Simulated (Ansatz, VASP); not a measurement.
# ZnGe in two plane-wave programs

Aim: how closely do two programs agree when they are given the same cell, functional and k mesh? The cell is invented: As first built, before any earlier steps moved the atoms (in the runner's words): it takes the TiZn structure with some of its atoms replaced by other elements, volume scaled by an estimate. It may not be a known or stable phase. The cell is taken from a series of VASP runs on this material, whose earlier steps may have relaxed, scaled or displaced it; both programs get it as it stands. Other levels of theory on this material are compared in a session of their own.

Main program and level: Ansatz 0.2.0; plane waves, with VASP 6.6.1 beside it; band structure at PBE, band structure at LDA and band structure at r2SCAN.

## (1) Set-up

Symmetry: Pm-3m, No. 221, cubic system. Conventional cell: a = 3.290 Å, b = 3.290 Å, c = 3.290 Å, α = 90.00°, β = 90.00°, γ = 90.00°. Nearest to Ge lie 8 Zn at 2.85 Å. Nearest to Zn lie 8 Ge at 2.85 Å. As first built, before any earlier steps moved the atoms (in the runner's words): sites of the TiZn structure (space group 221) filled with other elements, volume scaled by an estimate. Farther neighbours are not listed.

Coordinates:

```cif
data_structure
_symmetry_space_group_name_H-M 'P 1'
_symmetry_Int_Tables_number 1
_cell_length_a 3.2898
_cell_length_b 3.2898
_cell_length_c 3.2898
_cell_angle_alpha 90.000
_cell_angle_beta 90.000
_cell_angle_gamma 90.000
_cell_volume 35.60
loop_
_atom_site_label
_atom_site_type_symbol
_atom_site_fract_x
_atom_site_fract_y
_atom_site_fract_z
_atom_site_occupancy
Ge1 Ge 0.50000 0.50000 0.50000 1
Zn2 Zn 0.00000 0.00000 0.00000 1
```

## (2) VASP: band structure, PBE

A single point gives forces, pressure and levels at one fixed geometry, so differences don't come from the geometry; what else differs is listed under the comparison.

Lines of VASP's logs that name or quote its potential files are left out, and so is its time.

INCAR reads:

```
SYSTEM = ZnGe
PREC = Accurate
ENCUT = 410
EDIFF = 1E-06
NELM = 100
ISMEAR = 0
SIGMA = 0.02
LREAL = .FALSE.
ALGO = Normal
GGA = PE
LORBIT = 11
LWAVE = .FALSE.
LCHARG = .FALSE.
KPAR = 4
```

POSCAR reads:

```
ZnGe
1.0
    3.2898053742      0.0000000000      0.0000000000
    0.0000000000      3.2898053742      0.0000000000
    0.0000000000      0.0000000000      3.2898053742
Ge Zn
1 1
Direct
    0.5000000000      0.5000000000      0.5000000000
    0.0000000000      0.0000000000      0.0000000000
```

KPOINTS reads:

```
Automatic mesh
0
Gamma
4 4 4
0 0 0
```

KPOINTS_OPT reads:

```
Line mode
16
Line-mode
Reciprocal
  0.00000000   0.00000000   0.00000000 GAMMA
  0.00000000   0.50000000   0.00000000 X

  0.00000000   0.50000000   0.00000000 X
  0.50000000   0.50000000   0.00000000 M

  0.50000000   0.50000000   0.00000000 M
  0.00000000   0.00000000   0.00000000 GAMMA

  0.00000000   0.00000000   0.00000000 GAMMA
  0.50000000   0.50000000   0.50000000 R

  0.50000000   0.50000000   0.50000000 R
  0.00000000   0.50000000   0.00000000 X

  0.50000000   0.50000000   0.00000000 M
  0.50000000   0.50000000   0.50000000 R
```

The projector-augmented-wave data sets are Ge_d and Zn (PBE family, release 64).

The run is started by

```bash
> mpirun -np 4 vasp_std
```

Numbers of over 12 decimals in the logs are rounded to 6 here.

The program printed:

```text
[banner, memory and clock lines left out]
running    4 mpi-ranks, on    1 nodes
 distrk:  each k-point on    1 cores,    4 groups
 distr:  one band on    1 cores,    1 groups

 POSCAR found type information on POSCAR GeZn
 POSCAR found :  2 types and       2 ions
 LDA part: xc-table for (Slater+PW92), standard interpolation
 POSCAR, INCAR and KPOINTS ok, starting setup
 FFT: planning ... GRIDC
 FFT: planning ... GRID_SOFT
 FFT: planning ... GRID
 WAVECAR not read
 entering main loop
       N       E                     dE             d eps       ncg     rms          rms(c)
DAV:   1     0.112133263816E+03    0.11213E+03   -0.12358E+04   348   0.330E+03
DAV:   2     0.524150085269E+01   -0.10689E+03   -0.10570E+03   340   0.399E+02
DAV:   3    -0.521036100700E+01   -0.10452E+02   -0.10423E+02   399   0.109E+02
DAV:   4    -0.542206500452E+01   -0.21170E+00   -0.21163E+00   371   0.156E+01
DAV:   5    -0.542497958275E+01   -0.29146E-02   -0.29144E-02   426   0.192E+00    0.286E+00
DAV:   6    -0.527243813735E+01    0.15254E+00   -0.80269E-01   369   0.169E+01    0.247E+00
DAV:   7    -0.525992076116E+01    0.12517E-01   -0.73616E-02   360   0.356E+00    0.114E+00
DAV:   8    -0.525489229968E+01    0.50285E-02   -0.79493E-03   436   0.122E+00    0.142E-01
DAV:   9    -0.525478449870E+01    0.10780E-03   -0.92467E-04   471   0.437E-01    0.405E-02
DAV:  10    -0.525476400900E+01    0.20490E-04   -0.17951E-04   387   0.161E-01    0.121E-02
DAV:  11    -0.525476449180E+01   -0.48280E-06   -0.13887E-05   403   0.423E-02    0.683E-03
DAV:  12    -0.525476515056E+01   -0.65876E-06   -0.20197E-06   314   0.176E-02
   1 F= -.52547652E+01 E0= -.52537305E+01  d E =-.206938E-02
 Start KPOINTS_OPT (optional k-point list driver)
k-point batch [1-10\96]
       N       E                     dE             ncg
DAV:   1    -0.867888951947E+03   -0.24598E+04      340
DAV:   2    -0.205196630419E+04   -0.11841E+04      348
DAV:   3    -0.217484899073E+04   -0.12288E+03      346
DAV:   4    -0.217724041045E+04   -0.23914E+01      376
DAV:   5    -0.217726941464E+04   -0.29004E-01      355
DAV:   6    -0.217727011158E+04   -0.69694E-03      384
DAV:   7    -0.217727013633E+04   -0.24749E-04      356
DAV:   8    -0.217727013735E+04   -0.10266E-05      282
DAV:   9    -0.217727013743E+04   -0.74718E-07      188
[...]
k-point batch [91-96\96]
       N       E                     dE             ncg
DAV:   1     0.351186355241E+04   -0.70684E+04      213
DAV:   2     0.286939326149E+04   -0.64247E+03      204
DAV:   3     0.281013052535E+04   -0.59263E+02      228
DAV:   4     0.280893019359E+04   -0.12003E+01      246
DAV:   5     0.280891549502E+04   -0.14699E-01      214
DAV:   6     0.280891518477E+04   -0.31025E-03      237
DAV:   7     0.280891517582E+04   -0.89556E-05      214
DAV:   8     0.280891517550E+04   -0.31762E-06      126
```

OUTCAR, selected parts (step 2):

```text
ion  position               nearest neighbor table
   1  0.500  0.500  0.500-   2 2.85   2 2.85   2 2.85   2 2.85   2 2.85   2 2.85   2 2.85   2 2.85

  LATTYP: Found a simple cubic cell.
 ALAT       =     3.2898053742

 Subroutine GETGRP returns: Found 48 space group operations
 (whereof 48 operations were pure point group operations)

The static configuration has the point symmetry O_h .

 Found     10 irreducible k-points:

   k-points           NKPTS =     10   k-points in BZ     NKDIM =     10   number of bands    NBANDS=     17

   dimension x,y,z NGX =    24 NGY =   24 NGZ =   24
   dimension x,y,z NGXF=    48 NGYF=   48 NGZF=   48

   ENCUT  =  410.0 eV  30.13 Ry    5.49 a.u.   5.43  5.43  5.43*2*pi/ulx,y,z

   NELECT =      26.0000    total number of electrons

 k-points in reciprocal lattice and weights: Automatic mesh
   0.00000000  0.00000000  0.00000000       0.016
   0.25000000  0.00000000  0.00000000       0.094
   0.50000000  0.00000000  0.00000000       0.047
   0.25000000  0.25000000  0.00000000       0.188
   0.50000000  0.25000000  0.00000000       0.188
   0.50000000  0.50000000  0.00000000       0.047
   0.25000000  0.25000000  0.25000000       0.125
   0.50000000  0.25000000  0.25000000       0.188
   0.50000000  0.50000000  0.25000000       0.094
   0.50000000  0.50000000  0.50000000       0.016

 average (electrostatic) potential at core
       1 -74.5859       2 -34.9873

 E-fermi :   4.2386

 k-point     1 :       0.0000    0.0000    0.0000
  band No.  band energies     occupation
    ...
      7      -2.6847      2.00000
      8      -2.6847      2.00000
      9      -2.3702      2.00000
     10      -2.3702      2.00000
     11      -2.3702      2.00000
     12       6.0488      0.00000
     13       6.0488      0.00000
     14       6.0488      0.00000
     15       6.6658      0.00000
     16      10.8551      0.00000
    ...

 k-point     2 :       0.2500    0.0000    0.0000
  band No.  band energies     occupation
    ...
      8      -2.6307      2.00000
      9      -2.4522      2.00000
     10      -2.4522      2.00000
     11      -2.3653      2.00000
     12       1.3305      2.00000
     13       6.9831      0.00000
     14       6.9831      0.00000
     15       8.5850      0.00000
     16      11.5208      0.00000
     17      14.5939      0.00000

 k-point     3 :       0.5000    0.0000    0.0000
  band No.  band energies     occupation
    ...
      8      -2.6402      2.00000
      9      -2.5302      2.00000
     10      -2.5302      2.00000
     11      -2.3607      2.00000
     12      -1.4456      2.00000
     13       8.6950      0.00000
     14       8.6950      0.00000
     15      10.4495      0.00000
     16      11.4409      0.00000
     17      11.6006      0.00000

  Total       -0.2301496     -0.2301496     -0.2301496     -0.0000000      0.0000000      0.0000000
  in kB      -10.3564338    -10.3564338    -10.3564338     -0.0000000      0.0000000      0.0000000
  external PRESSURE =     -10.3564338 kB  Pullay stress =       0.0000000 kB

  energy-cutoff  :      410.00
  volume of cell :       35.60
      direct lattice vectors                 reciprocal lattice vectors
     3.289805374  0.000000000  0.000000000     0.303969350  0.000000000  0.000000000
     0.000000000  3.289805374  0.000000000     0.000000000  0.303969350  0.000000000
     0.000000000  0.000000000  3.289805374     0.000000000  0.000000000  0.303969350

 POSITION                                       TOTAL-FORCE (eV/Angst)
 -----------------------------------------------------------------------------------
      1.64490      1.64490      1.64490         0.000000      0.000000      0.000000
      0.00000      0.00000      0.00000         0.000000      0.000000      0.000000
 -----------------------------------------------------------------------------------
    total drift:                                0.000000      0.000000     -0.000000

  FREE ENERGIE OF THE ION-ELECTRON SYSTEM (eV)
  ---------------------------------------------------
  free  energy   TOTEN  =        -5.2547651506 eV

  energy  without entropy=       -5.2526957668  energy(sigma->0) =       -5.25373046

 total charge
# of ion       s       p       d       tot
------------------------------------------
    1        1.265   0.917  10.011  12.193
    2        0.602   0.334   9.746  10.682
--------------------------------------------------
tot          1.868   1.251  19.757  22.875

[... 3 further parts left out ...]
```

The run ends at a pressure of -1.04 GPa.

## (3) Ansatz: band structure, PBE

Ansatz runs on its default PAW (the set named soft_2) files.

The same cell, functional, mesh and smearing now go to Ansatz, which takes its cutoff from its data sets.

input.yaml reads:

```yaml
crystal:
  lattice:
    - [3.2898053742, 0.0, 0.0]
    - [0.0, 3.2898053742, 0.0]
    - [0.0, 0.0, 3.2898053742]
  atoms:
    - { symbol: Ge, position: [0.5, 0.5, 0.5] }
    - { symbol: Zn, position: [0.0, 0.0, 0.0] }
hamiltonian:
  xc: pbe
  pseudopotentials: { kind: paw }
kpoints:
  mp_grid: { grid: [4, 4, 4] }
  band_path:
    path:
      - [0.0, 0.0, 0.0]
      - [0.0, 0.1, 0.0]
      - [0.0, 0.2, 0.0]
      - [0.0, 0.3, 0.0]
      - [0.0, 0.43333, 0.0]
      - [0.0, 0.5, 0.0]
      - [0.1, 0.5, 0.0]
      - [0.2, 0.5, 0.0]
      - [0.33333, 0.5, 0.0]
      - [0.43333, 0.5, 0.0]
      - [0.5, 0.5, 0.0]
      - [0.36667, 0.36667, 0.0]
      - [0.26667, 0.26667, 0.0]
      - [0.16667, 0.16667, 0.0]
      - [0.06667, 0.06667, 0.0]
      - [0.03333, 0.03333, 0.03333]
      - [0.13333, 0.13333, 0.13333]
      - [0.23333, 0.23333, 0.23333]
      - [0.33333, 0.33333, 0.33333]
      - [0.46667, 0.46667, 0.46667]
      - [0.46667, 0.5, 0.46667]
      - [0.36667, 0.5, 0.36667]
      - [0.23333, 0.5, 0.23333]
      - [0.13333, 0.5, 0.13333]
      - [0.03333, 0.5, 0.03333]
      - [0.5, 0.5, 0.03333]
      - [0.5, 0.5, 0.16667]
      - [0.5, 0.5, 0.26667]
      - [0.5, 0.5, 0.36667]
      - [0.5, 0.5, 0.5]
    npoints: 1
scf:
  occupations: { method: gaussian, width: 0.02 }
  n_extra_bands: 7
output:
  forces: true
  stress: true
  eigenvalues: true
  write_density: true
  write_potential: true
  elf: true
  volumetric_format: npy
```

The run is started by

```bash
> ansatz run input.yaml --threads 2 --pin off --max-ram 4608MiB --backend cpu --events-out ev --progress --plain --runs-dir out
```

The program printed:

```text
scf.n_extra_bands = 7 over 13 filled bands (N_el = 26.0): the run solves 20 bands
Engine: ansatz 0.2.0, aarch64-unknown-linux-gnu
Pseudopotentials: kind: paw
Pseudopotential: Ge, paw, valence charge 14, recommended cutoff 420 eV (normal), Ge.paw.azcp
Pseudopotential: Zn, paw, valence charge 12, recommended cutoff 420 eV (normal), Zn.paw.azcp
Functional definition: PBE
  parameter kappa = 0.804
  parameter beta = 0.066725
  exchange = pbe_x(kappa = kappa, mu = beta*pi^2/3)
  correlation = pbe_c(beta = beta)
Crystal: 2 atoms, lattice volume = 35.605 Å³
Basis set: ecut = 420 eV, 739 PW (Γ), exchange–correlation on 48×48×48 points (8 copies of the dense FFT grid, shifted against one another)
Bands: 20, of which v1, the nominal top of the filled ones, is band 13 counted from 1 (12 counted from 0)
Symmetry: 48 space group operations
Space group: Pm-3m (ITA 221), of the structure as read, at distance tolerance 3.3e-5 Å
k-points: 10 of 64
Non-local potential: Ge, projectors of the file, l = 0: 2, l = 1: 2, l = 2: 3, l = 3: 1
Non-local potential: Zn, projectors of the file, l = 0: 2, l = 1: 2, l = 2: 3, l = 3: 1
PAW form: soft (Blöchl's): semilocal exchange-correlation on the pseudo side does not see the compensation charge
PAW one-centre angular grid: Ge, 590 points (default); XC on 64 Gauss nodes
PAW one-centre angular grid: Zn, 590 points (default); XC on 64 Gauss nodes
Initial density: superposition of atomic densities (neutral atoms: chi_scale 0, normalization atom), corrected by the library's trained network
Initial wavefunctions: pseudopotential atomic-orbital guess
Functional: x = pbe(κ = 0.804, μ = 0.219515), c = pbe(β = 0.066725)
SCF iter   1: F=—  HF=-7613.642228 eV  |F-HF|=—  |Δ(HF+E_count)|=         —  Δρ=2.23e-3  dr2=1.24e-3  ethr=1.77e-3  ⟨swp⟩=6.2  Hψ=988  notcnv=0
preconditioner: auto → none  [insulator: Δε(μ)=0.183 eV  Ē_g=21.151 eV  σ=0.020 eV  W_gap=0.58  n_scr=6 (ndim 8)  ℏωp=31.7 eV  f_vac=0.000  D(μ)=10.35/eV (n_scr^D=250)  ε∞_Penn≈3.3]
SCF iter   2: F=—  HF=-7613.641723 eV  |F-HF|=—  |Δ(HF+E_count)|=   5.05e-4  Δρ=8.42e-4  dr2=1.22e-4  ethr=4.78e-6  ⟨swp⟩=2.2  Hψ=366  notcnv=0  defer=15
SCF iter   3: F=—  HF=-7613.641720 eV  |F-HF|=—  |Δ(HF+E_count)|=   2.62e-6  Δρ=3.60e-4  dr2=1.73e-5  ethr=4.70e-7  ⟨swp⟩=2.0  Hψ=250  notcnv=0  defer=15
SCF iter   4: F=—  HF=-7613.641723 eV  |F-HF|=—  |Δ(HF+E_count)|=   2.63e-6  Δρ=5.04e-5  dr2=3.82e-7  ethr=6.64e-8  ⟨swp⟩=2.0  Hψ=295  notcnv=0  defer=15
SCF iter   5: F=—  HF=-7613.641723 eV  |F-HF|=—  |Δ(HF+E_count)|=   2.74e-7  Δρ=4.05e-5  dr2=3.84e-7  ethr=1.47e-9  ⟨swp⟩=2.1  Hψ=269  notcnv=0  defer=15
SCF iter   6: F=-7613.641723 eV  HF=-7613.641723 eV  |F-HF|=1.85e-9  |Δ(HF+E_count)|=   1.64e-7  Δρ=3.84e-6  dr2=2.55e-9  ethr=3.85e-10  ⟨swp⟩=9.0  Hψ=1235  notcnv=0
SCF 1 converged in 6 iterations: F = -7613.641723 eV  dr2 = 2.55e-9
  greatest PAW one-centre occupation: 0.998 electrons in one spin orbital (limit 2), on the Ge atom at site 0 (counted from 0), in its partial waves of l = 2
NSCF: frozen V_eff on 30 k-points
SCF converged after 6 iterations
Free energy (F): -7613.641723 eV
Harris-Foulkes:  -7613.641723 eV  (|F-HF|=1.85e-9)
Internal energy: -7613.639654 eV  (E = F + TS)
E sigma→0 (E₀):  -7613.640688 eV
Entropy (-TS):   -0.002069 eV (-1.035 meV/atom)
Fermi energy:    9.914354 eV
--- Per-component energies (eV) ---
  E_band       = -76.682643
  E_kinetic    = 240.341415
  E_local      = -3723.126939  (includes V_loc(G=0)·N_el)
  E_nonlocal   = 1027.593062
  E_hartree    = 1597.730098
  E_xc         = -212.496426
  E_vxc        = -116.016697  (∫ρ·V_xc dr)
  E_paw        = -3842.752397  (= ΣΔE_a)
  E_vpaw       = -700.932358  (= ΣTr[D̂ρ^β])
  E_aug_tail   = -0.000005  (compensation charges beyond the density's cutoff)
  E_ewald      = -2700.928461
  E_smearing   = -0.002069  (= −TS)
  E_closure    = 0.000000  (closes the sum)
  Σ components = -7613.641723   (vs F -7613.641723, Δ=0.00e0)
--- Forces (eV/Å), atoms counted from 1 ---
  atom   1  Ge    -0.00000000     0.00000000     0.00000000
  atom   2  Zn    -0.00000000     0.00000000     0.00000000
  max |Σ_I F_I| component: 4.44e-30 eV/Å
--- Stress (GPa, compression-positive) ---
       -0.649726      -0.000000       0.000000
       -0.000000      -0.649726       0.000000
        0.000000       0.000000      -0.649726
  P = ⅓ Tr σ = -0.6497 GPa (-6.497 kbar)
--- Band table (eV; the first three rows and the last of 10) ---
  k-point 0: bands = [... 9 lower, 3.3180, 3.3180, 11.7209, 11.7209, 11.7209, 12.3442, 16.5162, 16.5162, ... 3 higher]
  k-point 1: bands = [... 9 lower, 3.2356, 3.3227, 7.0085, 12.6571, 12.6571, 14.2618, 17.1732, 20.2128, ... 3 higher]
  k-point 2: bands = [... 9 lower, 3.1576, 3.3274, 4.2375, 14.3738, 14.3738, 16.1201, 17.1187, 17.2613, ... 3 higher]
  k-point 9: bands = [... 9 lower, 3.4570, 5.0585, 9.7360, 9.7360, 9.7360, 11.3242, 11.3242, 11.3242, ... 3 higher]
```

Run time: 1.4 s. Hardware: 2 threads of Arm Neoverse N1, shared host; peak memory 0.28 GiB; 2.2 s of CPU time.

In the SCF lines HF is the Harris–Foulkes energy and dr2 the Hartree energy of the density residual, in eV; the loop may stop once dr2 is under the threshold and the program's other checks hold. Hψ counts applications of the Hamiltonian.

## (4) Comparison

Known differences besides the potentials themselves: the cutoff is 420 eV in Ansatz and 410 eV in VASP; VASP leaves aspherical gradient terms in its spheres out (LASPH is not set), Ansatz keeps them. Total energies have different zeros and are not compared.

Compared:

```
                                        quantity  Ansatz   VASP  difference
                                  pressure (GPa)   -0.65  -1.04       +0.39
pressure without Ansatz's Pulay correction (GPa)   -0.71  -1.04       +0.32
```

Levels from 3 eV below to 2 eV above the Fermi level differ by 3 meV r.m.s. and 6 meV at most; each VASP level is matched to the nearest of Ansatz, which flatters the figure a little. Ansatz's pressure holds a Pulay correction of 0.06 GPa; VASP's holds none.

## (5) Ansatz: band structure, LDA

A single point gives forces, pressure and levels at one fixed geometry, so differences don't come from the geometry; what else differs is listed under the comparison.

The cell is taken from a series of VASP runs on this material, whose earlier steps may have relaxed, scaled or displaced it; both programs get it as it stands.

input.yaml: that of step 3 with these lines changed.

```diff
@@ -9,3 +9,3 @@
 hamiltonian:
-  xc: pbe
+  xc: lda
   pseudopotentials: { kind: paw }
@@ -53,5 +53 @@
   eigenvalues: true
-  write_density: true
-  write_potential: true
-  elf: true
-  volumetric_format: npy
```

The program printed:

```text
[...]
Crystal: 2 atoms, lattice volume = 35.605 Å³
Basis set: ecut = 420 eV, 739 PW (Γ)
Bands: 20, of which v1, the nominal top of the filled ones, is band 13 counted from 1 (12 counted from 0)
Symmetry: 48 space group operations
[...]
k-points: 10 of 64
[...]
k-point 0: bands = [... 9 lower, 2.8714, 2.8714, 11.3356, 11.3356, 11.3356, 11.7830, 16.2810, 16.2810, ... 3 higher]
  k-point 1: bands = [... 9 lower, 2.7897, 2.8760, 6.6122, 12.2676, 12.2676, 13.7865, 16.9388, 19.7398, ... 3 higher]
  k-point 2: bands = [... 9 lower, 2.7124, 2.8807, 3.8319, 13.9738, 13.9738, 15.6666, 16.6180, 16.8568, ... 3 higher]
  k-point 9: bands = [... 9 lower, 3.0129, 4.5810, 9.4026, 9.4026, 9.4026, 10.8369, 10.9852, 10.9852, ... 3 higher]
[key lines of the parts left out:]
SCF converged after 7 iterations
Free energy (F): -7461.491115 eV
Fermi energy:    9.520505 eV
P = ⅓ Tr σ = -6.8403 GPa (-68.403 kbar)
```

Elapsed: 1.4 s, on 2 threads; peak memory 0.27 GiB.

(Part 1 of 2 ends here.)

[Lines on the potential files, build, host, timing and source positions are cut from VASP's logs without a mark.]

[Logs are printed without paths, hosts, clocks, repeated set-up lines and the standing remarks that a program may print on its own settings, such as how far it seeks lower states.]

[Hosts, paths, dates, database ids (printed as entryN), source tags and the programs' standing remarks are cut or masked in the printed files.]
